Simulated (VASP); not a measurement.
Here is the system:

```
Sc
1.0
    1.64394    -2.84738     0.00000
    1.64394     2.84738     0.00000
    0.00000     0.00000     5.09744
Sc
2
Direct
  0.33333   0.66667   0.25000
  0.66667   0.33333   0.75000
```

The numbers are results of optB86b-vdW, VASP's PBE PAW potentials (set 64) (plane waves; VASP), not measurements. Settings: 520 eV cut-off, Gaussian smearing of 0.050 eV, potentials Sc_sv.

Question: Give the energies of bands 9 to 14 at the high-symmetry points, in eV from the Fermi level.

Answer: 
```json
[
 {"band": "9", "Γ": "-5.16", "M": "-1.63", "K": "-0.72", "A": "-3.57", "L": "-1.51", "H": "-0.42"},
 {"band": "10", "Γ": "-1.67", "M": "-1.09", "K": "-0.72", "A": "-3.57", "L": "-1.51", "H": "-0.42"},
 {"band": "11", "Γ": "0.76", "M": "-0.71", "K": "-0.62", "A": "1.00", "L": "0.08", "H": "-0.14"},
 {"band": "12", "Γ": "1.60", "M": "-0.33", "K": "-0.55", "A": "1.00", "L": "0.08", "H": "-0.14"},
 {"band": "13", "Γ": "1.60", "M": "1.33", "K": "1.05", "A": "1.51", "L": "1.35", "H": "0.29"},
 {"band": "14", "Γ": "1.91", "M": "1.36", "K": "1.05", "A": "1.51", "L": "1.35", "H": "0.29"}
]
```

It has no gap at this level: it comes out as a metal or semimetal.

The compound is Sc in the hcp structure. It was relaxed first.
